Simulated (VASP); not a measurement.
```xyz
2
Lattice="0.0000 3.4487 3.4487 3.4487 0.0000 3.4487 3.4487 3.4487 0.0000" Properties=species:S:1:pos:R:3 pbc="T T T"
Pb     0.0000     0.0000     0.0000
Se     1.7243     1.7243     1.7243
```

Method: PBE GGA, VASP's PBE PAW potentials (set 64) (plane waves; VASP). Settings: 400 eV cut-off, Gaussian smearing of 0.050 eV, potentials Pb_d Se.

Unless said otherwise, spin-orbit coupling is left out, though it shifts the bands of the heavy elements here.

Q: Predict the band gap (along the path) with the smallest direct gap where there is one.

A: 
```
Quantity                                Value
------------------------------------  -------
band gap (along the path)             0.67 eV
smallest direct gap (along the path)  1.17 eV
```

The absolute energy has meaning only against runs of the same code, potentials and settings.

The structure was generated: PbSe was put into the zinc blende type (F-43m), which need not be its known phase. It was relaxed first, which changed the volume by +42 %.
